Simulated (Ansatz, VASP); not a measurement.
# AlCo in two plane-wave programs

One calculation is typed for both programs; each brings its own data sets. How far apart do they land? The cell is taken from a series of runs on this material, whose earlier steps may have relaxed, scaled, displaced or heated it; both programs get it as it stands.

Program: Ansatz 0.2.0. Level of theory: plane waves, with VASP 6.6.1 beside it; zone-centre phonons at PBEsol. Results are calculated unless marked as measured.

### 1. The structure

It takes space group Pm-3m (No. 221, cubic). The conventional cell has a = 2.725 Å, b = 2.725 Å, c = 2.725 Å, α = 90.00°, β = 90.00°, γ = 90.00°. Al has 8 Co at 2.36 Å nearest. Co has 8 Al at 2.36 Å nearest. Farther neighbours are not listed.

Coordinates:

```cif
data_structure
_symmetry_space_group_name_H-M 'Pm-3m'
_symmetry_Int_Tables_number 221
_cell_length_a 2.7248
_cell_length_b 2.7248
_cell_length_c 2.7248
_cell_angle_alpha 90.000
_cell_angle_beta 90.000
_cell_angle_gamma 90.000
_cell_volume 20.23
loop_
_atom_site_label
_atom_site_type_symbol
_atom_site_symmetry_multiplicity
_atom_site_Wyckoff_symbol
_atom_site_fract_x
_atom_site_fract_y
_atom_site_fract_z
_atom_site_occupancy
Al1 Al 1 a 0.00000 0.00000 0.00000 1
Co1 Co 1 b 0.50000 0.50000 0.50000 1
```

### 2. VASP: zone-centre phonons, PBEsol, pair 1

Second derivatives magnify differences that forces hide, and they need a tight electronic threshold.

Lines of VASP's logs that name or quote its potential files are left out, and so is its time.

File INCAR:

```
SYSTEM = AlCo
PREC = Accurate
ENCUT = 600
EDIFF = 1E-08
NELM = 120
ISMEAR = 1
SIGMA = 0.2
LREAL = .FALSE.
ALGO = Normal
GGA = PS
NBANDS = 12
LASPH = .TRUE.
LORBIT = 11
LWAVE = .FALSE.
LCHARG = .FALSE.
ISIF = 2
IBRION = 8
GGA_COMPAT = .FALSE.
KPAR = 2
```

File POSCAR:

```
AlCo
1.0
    2.7248127617      0.0000000000      0.0000000000
    0.0000000000      2.7248127617      0.0000000000
    0.0000000000      0.0000000000      2.7248127617
Al Co
1 1
Direct
    0.0000000000      0.0000000000      0.0000000000
    0.5000000000      0.5000000000      0.5000000000
```

File KPOINTS:

```
Automatic mesh
0
Gamma
16 16 16
0 0 0
```

Potentials, in the order of the species: Al and Co (PBE family, release 64).

On the command line:

```bash
$ mpirun -np 2 vasp_std
```

Numbers of over 12 decimals in the logs are rounded to 6 here.

The program printed:

```text
[banner, memory and clock lines left out]
running    2 mpi-ranks, on    1 nodes
 distrk:  each k-point on    1 cores,    2 groups
 distr:  one band on    1 cores,    1 groups

 POSCAR found type information on POSCAR AlCo
 POSCAR found :  2 types and       2 ions
|                                                                             |
|               ----> ADVICE to this user running VASP <----                  |
|                                                                             |
|     You enforced a specific xc type in the INCAR file but a different       |
|     [... a line on the potential file left out ...]
|     I HOPE YOU KNOW WHAT YOU ARE DOING!                                     |
|                                                                             |

 LDA part: xc-table for (Slater+PW92), standard interpolation
 POSCAR, INCAR and KPOINTS ok, starting setup
 FFT: planning ... GRIDC
 FFT: planning ... GRID_SOFT
 FFT: planning ... GRID
 WAVECAR not read
 entering main loop
       N       E                     dE             d eps       ncg     rms          rms(c)
DAV:   1     0.413979006573E+02    0.41398E+02   -0.59828E+03  4008   0.123E+03
DAV:   2    -0.130490242157E+02   -0.54447E+02   -0.50082E+02  4064   0.196E+02
DAV:   3    -0.148453677484E+02   -0.17963E+01   -0.17822E+01  4740   0.422E+01
DAV:   4    -0.148723215036E+02   -0.26954E-01   -0.26944E-01  4428   0.471E+00
DAV:   5    -0.148731650991E+02   -0.84360E-03   -0.84357E-03  4868   0.908E-01    0.146E+01
DAV:   6    -0.167747368896E+02   -0.19016E+01   -0.57703E+01  4408   0.109E+02    0.154E+01
DAV:   7    -0.129762754531E+02    0.37985E+01   -0.26332E+01  4432   0.687E+01    0.214E+00
DAV:   8    -0.129306384935E+02    0.45637E-01   -0.18747E-01  4572   0.378E+00    0.113E+00
DAV:   9    -0.129151600861E+02    0.15478E-01   -0.25996E-02  5328   0.210E+00    0.283E-01
DAV:  10    -0.129148180640E+02    0.34202E-03   -0.48676E-04  4996   0.241E-01    0.176E-01
DAV:  11    -0.129147866531E+02    0.31411E-04   -0.28411E-05  4620   0.387E-02    0.162E-02
DAV:  12    -0.129147860502E+02    0.60290E-06   -0.57901E-06  5272   0.311E-02    0.532E-03
DAV:  13    -0.129147860973E+02   -0.47111E-07   -0.11817E-07  4808   0.296E-03    0.189E-03
DAV:  14    -0.129147861420E+02   -0.44644E-07   -0.51081E-09  2820   0.612E-04    0.123E-04
DAV:  15    -0.129147861392E+02    0.27387E-08   -0.76418E-10  2288   0.416E-04
   1 F= -.12914786E+02 E0= -.12915524E+02  d E =0.221474E-02
 Linear response reoptimize wavefunctions to high precision
DAV:   1    -0.129147861391E+02    0.13642E-09   -0.22079E-10  2484   0.164E-04
DAV:   2    -0.129147861391E+02   -0.16485E-10   -0.37029E-11  2212   0.645E-05
 Linear response DOF=           2
 Linear response progress:
  Degree of freedom:   1/  2
       N       E                     dE             d eps       ncg     rms          rms(c)
RMM:   1    -0.644843208397E-02   -0.64484E-02    0.91896E-05 21193   0.674E-01
RMM:   2    -0.608284628718E-02    0.36559E-03   -0.14394E-04 14827   0.239E-01    0.645E-02
RMM:   3    -0.606750344102E-02    0.15343E-04   -0.12473E-04 15811   0.888E-02    0.319E-02
RMM:   4    -0.615621027040E-02   -0.88707E-04   -0.49679E-05 15849   0.535E-02    0.604E-03
RMM:   5    -0.616621482046E-02   -0.10005E-04   -0.31873E-06 16182   0.130E-02    0.253E-03
RMM:   6    -0.616986413788E-02   -0.36493E-05   -0.15157E-07 15792   0.346E-03    0.943E-04
RMM:   7    -0.616994845764E-02   -0.84320E-07   -0.22621E-08 15120   0.175E-03    0.555E-04
RMM:   8    -0.616980734456E-02    0.14111E-06   -0.67408E-09 17426   0.533E-04    0.311E-04
RMM:   9    -0.617007779044E-02   -0.27045E-06   -0.28473E-10 17169   0.143E-04    0.913E-06
RMM:  10    -0.617005081335E-02    0.26977E-07   -0.31370E-10 17613   0.461E-05    0.168E-05
RMM:  11    -0.617006762241E-02   -0.16809E-07   -0.72678E-11 17174   0.141E-05    0.118E-06
RMM:  12    -0.617006367988E-02    0.39425E-08   -0.38457E-11 16653   0.581E-06    0.388E-07
 first order change of Fermi-energy   0.33143E-04
 force on displaced ion       1 direction 1 : -11.280   0.000  -0.000
 Linear response progress:
  Degree of freedom:   2/  2
       N       E                     dE             d eps       ncg     rms          rms(c)
RMM:   1    -0.167998992569E+00   -0.16800E+00   -0.10199E-01 14351   0.263E+00
RMM:   2    -0.167783965111E+00    0.21503E-03   -0.28611E-03 14673   0.559E-01    0.179E-01
RMM:   3    -0.167669771461E+00    0.11419E-03   -0.18794E-04 15354   0.117E-01    0.107E-01
RMM:   4    -0.168073474699E+00   -0.40370E-03   -0.26262E-04 16353   0.124E-01    0.806E-03
RMM:   5    -0.168042217228E+00    0.31257E-04   -0.63090E-06 16792   0.268E-02    0.621E-03
RMM:   6    -0.168027378374E+00    0.14839E-04   -0.36801E-07 15430   0.686E-03    0.474E-03
RMM:   7    -0.167980143857E+00    0.47235E-04   -0.15841E-07 14840   0.504E-03    0.374E-04
RMM:   8    -0.167978513330E+00    0.16305E-05   -0.28326E-08 17369   0.142E-03    0.293E-04
RMM:   9    -0.167981054889E+00   -0.25416E-05   -0.54244E-09 17003   0.636E-04    0.591E-05
RMM:  10    -0.167980518181E+00    0.53671E-06   -0.85577E-10 17847   0.198E-04    0.248E-05
RMM:  11    -0.167980564720E+00   -0.46540E-07   -0.16408E-10 18081   0.556E-05    0.463E-06
RMM:  12    -0.167980624588E+00   -0.59868E-07   -0.19142E-10 18196   0.227E-05    0.167E-06
RMM:  13    -0.167980615300E+00    0.92886E-08   -0.20801E-10 17182   0.119E-05    0.847E-07
 first order change of Fermi-energy   0.29958E-02
 force on displaced ion       2 direction 1 : -11.283   0.000  -0.000
 Linear response finished
```

Parts of OUTCAR (step 2):

```text
ion  position               nearest neighbor table
   1  0.000  0.000  0.000-   2 2.36   2 2.36   2 2.36   2 2.36   2 2.36   2 2.36   2 2.36   2 2.36

  LATTYP: Found a simple cubic cell.
 ALAT       =     2.7248127617

 Subroutine GETGRP returns: Found 48 space group operations
 (whereof 48 operations were pure point group operations)

The static configuration has the point symmetry O_h .

 Found    165 irreducible k-points:

   k-points           NKPTS =    165   k-points in BZ     NKDIM =    165   number of bands    NBANDS=     12

   dimension x,y,z NGX =    24 NGY =   24 NGZ =   24
   dimension x,y,z NGXF=    48 NGYF=   48 NGZF=   48

   ENCUT  =  600.0 eV  44.10 Ry    6.64 a.u.   5.44  5.44  5.44*2*pi/ulx,y,z

   NELECT =      12.0000    total number of electrons

 k-points in reciprocal lattice and weights: Automatic mesh
   0.00000000  0.00000000  0.00000000       0.000
   0.06250000  0.00000000  0.00000000       0.001
   0.12500000  0.00000000  0.00000000       0.001
   0.18750000  0.00000000  0.00000000       0.001
   0.25000000  0.00000000  0.00000000       0.001
   0.31250000  0.00000000  0.00000000       0.001
   0.37500000  0.00000000  0.00000000       0.001
   0.43750000  0.00000000  0.00000000       0.001
   0.50000000  0.00000000  0.00000000       0.001
[...]
0.50000000  0.50000000  0.43750000       0.001
   0.50000000  0.50000000  0.50000000       0.000

 average (electrostatic) potential at core
       1 -66.8112       2 -75.9277

  Total        3.2411229      3.2411229      3.2411229      0.0000000     -0.0000000      0.0000000
  in kB      256.6823993    256.6823993    256.6823993      0.0000000     -0.0000000      0.0000000
  external PRESSURE =     256.6823993 kB  Pullay stress =       0.0000000 kB

  energy-cutoff  :      600.00
  volume of cell :       20.23
      direct lattice vectors                 reciprocal lattice vectors
     2.724812762  0.000000000  0.000000000     0.366997694  0.000000000  0.000000000
     0.000000000  2.724812762  0.000000000     0.000000000  0.366997694  0.000000000
     0.000000000  0.000000000  2.724812762     0.000000000  0.000000000  0.366997694

 POSITION                                       TOTAL-FORCE (eV/Angst)
 -----------------------------------------------------------------------------------
      0.00000      0.00000      0.00000         0.000000      0.000000      0.000000
      1.36241      1.36241      1.36241         0.000000      0.000000      0.000000
 -----------------------------------------------------------------------------------
    total drift:                                0.000000     -0.000000     -0.000000

 Eigenvectors and eigenvalues of the dynamical matrix
 ----------------------------------------------------

   1 f  =   12.205358 THz    76.688523 2PiTHz  407.126906 cm-1    50.477280 meV
             X         Y         Z           dx          dy          dz
      0.000000  0.000000  0.000000    -0.000000   -0.000000   -0.828186
      1.362406  1.362406  1.362406     0.000000   -0.000000    0.560453

   2 f  =   12.205358 THz    76.688523 2PiTHz  407.126906 cm-1    50.477280 meV
             X         Y         Z           dx          dy          dz
      0.000000  0.000000  0.000000    -0.000000    0.828186    0.000000
      1.362406  1.362406  1.362406    -0.000000   -0.560453    0.000000

   3 f  =   12.205358 THz    76.688523 2PiTHz  407.126906 cm-1    50.477280 meV
             X         Y         Z           dx          dy          dz
      0.000000  0.000000  0.000000     0.828186    0.000000    0.000000
      1.362406  1.362406  1.362406    -0.560453    0.000000    0.000000

   4 f/i=    0.000798 THz     0.005015 2PiTHz    0.026623 cm-1     0.003301 meV
             X         Y         Z           dx          dy          dz
      0.000000  0.000000  0.000000     0.086810   -0.525492   -0.174441
      1.362406  1.362406  1.362406     0.128280   -0.776524   -0.257773

   5 f/i=    0.000798 THz     0.005015 2PiTHz    0.026623 cm-1     0.003301 meV
             X         Y         Z           dx          dy          dz
      0.000000  0.000000  0.000000     0.083629    0.186990   -0.521678
      1.362406  1.362406  1.362406     0.123580    0.276318   -0.770889

   6 f/i=    0.000798 THz     0.005015 2PiTHz    0.026623 cm-1     0.003301 meV
             X         Y         Z           dx          dy          dz
      0.000000  0.000000  0.000000     0.547337    0.054775    0.107376
      1.362406  1.362406  1.362406     0.808805    0.080941    0.158671

 ELASTIC MODULI CONTR FROM IONIC RELAXATION (kBar)
 Direction    XX          YY          ZZ          XY          YZ          ZX
 --------------------------------------------------------------------------------
 XX           0.0000      0.0000      0.0000      0.0000      0.0000      0.0000
 YY           0.0000      0.0000      0.0000      0.0000      0.0000      0.0000
 ZZ           0.0000      0.0000      0.0000      0.0000      0.0000      0.0000
 XY           0.0000      0.0000      0.0000      0.0000      0.0000      0.0000
 YZ           0.0000      0.0000      0.0000      0.0000      0.0000      0.0000
 ZX           0.0000      0.0000      0.0000      0.0000      0.0000      0.0000
 --------------------------------------------------------------------------------
```

This run has no spin polarisation, so a moment on Co, if there is one, isn't seen.

### 3. Ansatz: zone-centre phonons, PBEsol, pair 1

Ansatz runs on its PAW soft_1 files.

The same cell, functional, mesh and smearing now go to Ansatz, which takes its cutoff from its data sets.

File input.yaml:

```yaml
crystal:
  lattice:
    - [2.7248127617, 0.0, 0.0]
    - [0.0, 2.7248127617, 0.0]
    - [0.0, 0.0, 2.7248127617]
  atoms:
    - { symbol: Al, position: [0.0, 0.0, 0.0] }
    - { symbol: Co, position: [0.5, 0.5, 0.5] }
kpoints:
  mp_grid: { grid: [16, 16, 16] }
hamiltonian:
  xc: pbesol
  pseudopotentials: { kind: paw, azcp: { folder: soft_1 }, xc_functional: pbe }
scf:
  occupations: { method: methfessel_paxton, width: 0.2 }
output:
  eigenvalues: true
phonons:
  method: dfpt
```

On the command line:

```bash
$ ansatz run input.yaml --threads 4 --pin off --max-ram 10240MiB --backend cpu --events-out ev --progress --plain --runs-dir out
```

The program printed:

```text
Engine: ansatz 0.2.0, x86_64-unknown-linux-gnu
Pseudopotentials: kind: paw
Pseudopotential: Al, paw, valence charge 3, recommended cutoff 420 eV (normal), soft_1/Al.paw.azcp
Pseudopotential: Co, paw, valence charge 17, recommended cutoff 420 eV (normal), soft_1/Co.paw.azcp
Functional definition: PBEsol
  exchange = pbesol_x
  correlation = pbesol_c
Crystal: 2 atoms, lattice volume = 20.231 Å³
Basis set: ecut = 420 eV, 389 PW (Γ), exchange–correlation on 40×40×40 points (8 copies of the dense FFT grid, shifted against one another)
Bands: 14, of which v1, the nominal top of the filled ones, is band 10 counted from 1 (9 counted from 0)
Symmetry: 48 space group operations
k-points: 405 of 4096 (irreducible under 8 space group operations, time reversal used)
Non-local potential: Al, projectors of the file, l = 0: 2, l = 1: 2, l = 2: 1
Non-local potential: Co, projectors of the file, l = 0: 3, l = 1: 2, l = 2: 3, l = 3: 1
PAW form: soft (Blöchl's): semilocal exchange-correlation on the pseudo side does not see the compensation charge
PAW frozen core: Al, regenerated for the run's functional, and the local potential with it (the file was generated under x = pbe(κ = 0.804, μ = 0.219515), c = pbe(β = 0.066725))
PAW frozen core: Co, regenerated for the run's functional, and the local potential with it (the file was generated under x = pbe(κ = 0.804, μ = 0.219515), c = pbe(β = 0.066725))
PAW one-centre angular grid: Al, 110 points (default); XC on 64 Gauss nodes
PAW one-centre angular grid: Co, 590 points (default); XC on 64 Gauss nodes
Initial density: superposition of atomic densities (chi_scale 0.1, normalization cell, long waves kept (reshape's long-wave potential 0.00 eV rms))
Initial wavefunctions: pseudopotential atomic-orbital guess
Functional: x = pbesol(κ = 0.804, μ = 0.123457), c = pbesol(β = 0.046)
SCF iter   1: F=—  HF=-5618.795425 eV  |F-HF|=—  |Δ(HF+E_count)|=         —  Δρ=5.70e-2  dr2=5.18e-1  ethr=3.10e-3  ⟨swp⟩=4.2  Hψ=25921  notcnv=0
preconditioner: auto → none  [metal: Δε(μ)=0.030 eV  Ē_g=9.471 eV  σ=0.200 eV  W_gap=0.12  n_scr=6 (ndim 8)  ℏωp=28.6 eV  f_vac=0.000  D(μ)=0.63/eV (n_scr^D=6)  sad-step TF]
SCF iter   2: F=—  HF=-5618.772683 eV  |F-HF|=—  |Δ(HF+E_count)|=   2.27e-2  S|Δr|=    0.00e0  Δρ=6.60e-2  dr2=7.52e-1  ethr=2.59e-3  ⟨swp⟩=1.3  Hψ=9016  notcnv=0
SCF iter   3: F=—  HF=-5618.620271 eV  |F-HF|=—  |Δ(HF+E_count)|=   1.52e-1  S|Δr|=    0.00e0  Δρ=1.37e-2  dr2=2.83e-2  ethr=2.59e-3  ⟨swp⟩=2.1  Hψ=7457  notcnv=0
SCF iter   4: F=—  HF=-5618.614769 eV  |F-HF|=—  |Δ(HF+E_count)|=   5.50e-3  S|Δr|=    0.00e0  Δρ=7.44e-4  dr2=9.41e-5  ethr=1.42e-4  ⟨swp⟩=1.2  Hψ=8584  notcnv=0  defer=8
SCF iter   5: F=—  HF=-5618.614783 eV  |F-HF|=—  |Δ(HF+E_count)|=   1.41e-5  S|Δr|=    0.00e0  Δρ=1.35e-4  dr2=2.46e-6  ethr=4.71e-7  ⟨swp⟩=2.1  Hψ=7144  notcnv=0  defer=8
SCF iter   6: F=—  HF=-5618.614780 eV  |F-HF|=—  |Δ(HF+E_count)|=   2.59e-6  S|Δr|=    0.00e0  Δρ=8.97e-6  dr2=6.54e-9  ethr=1.23e-8  ⟨swp⟩=2.2  Hψ=7886  notcnv=0  defer=10
SCF iter   7: F=—  HF=-5618.614780 eV  |F-HF|=—  |Δ(HF+E_count)|=  3.79e-10  S|Δr|=    0.00e0  Δρ=5.32e-7  dr2=3.90e-11  ethr=3.27e-11  ⟨swp⟩=2.1  Hψ=9658  notcnv=0  defer=10
SCF iter   8: F=-5618.614780 eV  HF=-5618.614780 eV  |F-HF|=9.09e-13  |Δ(HF+E_count)|=  1.82e-12  S|Δr|=    0.00e0  Δρ=9.61e-8  dr2=2.43e-12  ethr=1.00e-12  ⟨swp⟩=5.3  Hψ=24176  notcnv=0
SCF 1 converged in 8 iterations: F = -5618.614780 eV  dr2 = 2.43e-12
  greatest PAW one-centre occupation: 1.001 electrons in one spin orbital (limit 2), on the Co atom at site 1 (counted from 0), in its partial waves of l = 1
DFPT response loops at Γ: preconditioner auto → Kerker (q_TF=auto, 2.723 Å⁻¹) (partly filled bands, converged f_vac=0.000); β = 1.00, the filter's whole step (`scf.mixing.beta` (0.50) is not read by the response loops under this deck's `scf.mixing.preconditioner`; to damp them name `kerker` or `kerker_dos`, under which they read `scf.mixing.beta`, and type it under 1.00, their step now; both keys bind the ground state too); Broyden in place of MSR1
SCF converged after 8 iterations
Stability not checked: this state was not tested for a lower state beside it, because cold or Methfessel-Paxton smearing, or corrected tetrahedra, fill the levels in a way that the test cannot read (fill_not_monotonic; see scf.lower_state_search)
Free energy (F): -5618.614780 eV
Harris-Foulkes:  -5618.614780 eV  (|F-HF|=9.09e-13)
Internal energy: -5618.617071 eV  (E = F + TS)
E sigma→0 (E₀):  -5618.615353 eV
Entropy (-TS):   0.002291 eV (1.145 meV/atom)
Fermi energy:    16.825320 eV
Step filling:    the computed levels leave a gap of 0.0276 eV = 0.1 smearing widths at the electron count; against every level under it full and every level over it empty, smearing changes F+E_penalty+E_count by +0.577 meV and its σ→0 estimate by +3.97e-3 meV
--- Per-component energies (eV) ---
  E_band       = -242.921843
  E_kinetic    = 327.804074
  E_local      = -3324.872922  (includes V_loc(G=0)·N_el)
  E_nonlocal   = 451.653682
  E_hartree    = 1512.063036
  E_xc         = -133.806180
  E_vxc        = -153.884422  (∫ρ·V_xc dr)
  E_paw        = -2001.412488  (= ΣΔE_a)
  E_vpaw       = -567.748404  (= ΣTr[D̂ρ^β])
  E_aug_tail   = -0.000012  (compensation charges beyond the density's cutoff)
  E_ewald      = -2450.253818
  E_core_change = 0.207559  (= ΣΔE_core)
  E_smearing   = 0.002291  (= −TS)
  E_closure    = -0.000000  (closes the sum)
  Σ components = -5618.614780   (vs F -5618.614780, Δ=0.00e0)
--- Band table (eV; the first three rows and the last of 405) ---
  k-point 0: bands = [... 6 lower, 13.1382, 15.8154, 15.8154, 15.8154, 23.4691, 23.4691, 23.4691, 26.0921]
  k-point 1: bands = [... 6 lower, 13.1633, 15.7669, 15.7669, 15.8207, 22.6419, 23.5830, 23.5830, 26.0689]
  k-point 2: bands = [... 6 lower, 13.2357, 15.6337, 15.6337, 15.8360, 21.2167, 23.9124, 23.9124, 26.0005]
  k-point 404: bands = [... 6 lower, 12.1895, 16.5621, 16.5621, 19.1521, 19.1521, 19.1521, 22.2587, 22.9624]
--- Phonons (Γ-DFPT): 2 representative perturbations + reference, on 405 of 4096 k-points (Σ response iterations 6) ---
  k mesh reduced under 8 symmetry operations, with k and −k counted as one. Each operation leaves every solved perturbation unchanged. A smaller set is not used because it would not reduce the number of displacements times k-points to solve
  ASR residual: 3.211e-5 → 0.000e0 eV/Å²; symmetrization residual: 6.081e-7 eV/Å²
  ASR residual per site (eV/Å²): 3.21e-5 2.74e-5
  Γ frequencies (cm⁻¹): 0.00 0.00 0.00 405.57 405.57 405.57
  non-analytic LO–TO correction: not included (Born effective charges unavailable; polar crystals: no LO–TO splitting at Γ)
```

The column dr2 measures how far the density is from self-consistency, as an energy; F and HF (Harris–Foulkes) agree once it is small.

### 4. Side by side

Known differences besides the potentials themselves: the data sets hold 20 valence electrons in Ansatz (on its PAW soft_1 files) and 12 in VASP; the cutoff is 420 eV in Ansatz and 600 eV in VASP; Ansatz makes its cores anew for this functional, VASP keeps those of its PBE data sets. Total energies have different zeros and are not compared.

Both answers:

```tsv
quantity	Ansatz	VASP	difference
optical mode 1 to 3 (cm⁻¹)	405.6	407.1	-0.38 %
```

Modes are paired by rising frequency, not by their patterns, so a pair may set unlike modes beside each other; they are those without the splitting of longitudinal modes.

[end of part 1 of 2]

[Lines on the potential files, build, host, timing and source positions are cut from VASP's logs without a mark.]

[Logs are printed without paths, hosts, clocks, repeated set-up lines and the standing remarks that a program may print on its own settings, such as how far it seeks lower states.]

[Hosts, paths, dates, database ids (printed as entryN), source tags and the programs' standing remarks are cut or masked in the printed files.]
